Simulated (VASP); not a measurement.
Consider the following.

```yaml
crystal:
  lattice:
    - [0.00000, 2.98235, 2.98235]
    - [2.98235, 0.00000, 2.98235]
    - [2.98235, 2.98235, 0.00000]
  atoms:
    - { symbol: Ca, position: [0.00000, 0.00000, 0.00000] }
    - { symbol: Se, position: [0.50000, 0.50000, 0.50000] }
```

Calculation: PBE GGA, VASP's PBE PAW potentials (set 64) (plane waves; VASP). Numerical set-up: 520 eV cut-off, Gaussian smearing of 0.050 eV, potentials Ca_sv Se.

### Question
Give the energies of bands 6 to 11 at the high-symmetry points, in eV from the valence-band maximum.

### Answer

| band | Γ | X | U | L | W |
|---|---|---|---|---|---|
| 6 | 0.00 | -2.46 | -2.19 | -3.19 | -1.93 |
| 7 | 0.00 | -0.91 | -1.99 | -1.15 | -1.93 |
| 8 | 0.00 | -0.91 | -1.08 | -1.15 | -1.62 |
| 9 | 3.21 | 2.08 | 3.29 | 4.48 | 4.38 |
| 10 | 3.71 | 4.94 | 5.59 | 5.41 | 4.38 |
| 11 | 3.71 | 5.00 | 5.65 | 5.44 | 5.17 |

The gap is indirect, 2.08 eV, from the valence maximum at Γ to the conduction minimum at X.

Measured: gap 3.85 eV (computed value off by -1.77 eV), as given by Abedi et al., (2022), arXiv:2211.14644.

The compound is CaSe in the rock salt structure. It was relaxed first.
